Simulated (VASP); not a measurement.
```
PtSe2
1.0
    1.85973    -3.22115     0.00000
    1.85973     3.22115     0.00000
    0.00000     0.00000     5.74511
Pt Se
1 2
Direct
  0.00000   0.00000   0.00000
  0.33333   0.66667   0.22828
  0.66667   0.33333   0.77172
```

Calculation: r2SCAN meta-GGA, VASP's PBE PAW potentials (set 64) (plane waves; VASP). Settings: 520 eV cut-off, 8×8×5 Γ-centred mesh, tetrahedra with Blöchl corrections, potentials Pt Se.

Question: The job: PtSe$_{2}$ (1T layered), 3 atoms, r2SCAN, static run, 520 eV, 8×8×5 Γ-centred mesh. Roughly how much core time does it take on a busy server core?

Answer: About 6 core-minutes (one run on a shared machine, a rough figure). It had 40 irreducible k-points, 15 bands, up to 1870 plane waves and 21 electronic steps.

The compound is PtSe2 in the 1T layered structure. It was relaxed first, which changed the volume by +12 %.
